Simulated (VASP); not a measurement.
Input:

```
CELL_PARAMETERS angstrom
      1.14500    -1.98320     0.00000
      1.14500     1.98320     0.00000
      0.00000     0.00000     3.58000
ATOMIC_POSITIONS crystal
  Be 0.33333 0.66667 0.25000
  Be 0.66667 0.33333 0.75000
```

These are PBE GGA with D3 dispersion (Becke-Johnson damping), VASP's PBE PAW potentials (set 64) (plane waves; VASP) values and carry that method's errors. Run with 520 eV cut-off, 16×16×9 Γ-centred mesh, first-order Methfessel-Paxton smearing of 0.10 eV, potentials Be.

Energy and stress use the plane-wave basis of the starting cell.

Question: The ions, cell shape and volume are relaxed. Give the cell that the relaxation ends in.

Answer: 
```
CELL_PARAMETERS angstrom
      1.10903    -1.92089     0.00000
      1.10903     1.92089     0.00000
      0.00000     0.00000     3.49063
ATOMIC_POSITIONS crystal
  Be 0.33333 0.66667 0.25000
  Be 0.66667 0.33333 0.75000
```
Space group P6_3/mmc (194), at a tolerance of 0.03 Å.

Question: How do energy and volume change from the first to the last step?

Answer: The energy (σ→0) changes by -23.1 meV/atom and the volume by -8.5 %, in 5 ionic steps.

The compound is Be in the hcp structure. This run relaxes it. Symmetry was kept, so distortions that lower it aren't found.
